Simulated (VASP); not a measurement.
Given:

```
CELL_PARAMETERS angstrom
      0.00000     2.65081     2.65081
      2.65081     0.00000     2.65081
      2.65081     2.65081     0.00000
ATOMIC_POSITIONS crystal
  Mg 0.00000 0.00000 0.00000
  S  0.50000 0.50000 0.50000
```

The numbers are results of PBE GGA, VASP's PBE PAW potentials (set 64) (plane waves; VASP 6.6.1), not measurements. Settings: 480 eV cut-off, 8×8×8 Γ-centred mesh, Gaussian smearing of 0.050 eV, potentials Mg S.

Task: What does the run give for the energy per atom (σ→0), pressure?

Result: 
| Property | Value |
|---|---|
| energy per atom (σ→0) | -4.243 eV/atom |
| pressure | -3.06 GPa |

Only differences to runs with the same potentials and settings are physical.

The compound is MgS in the rock salt structure. This cell was strained or had an atom moved on purpose.
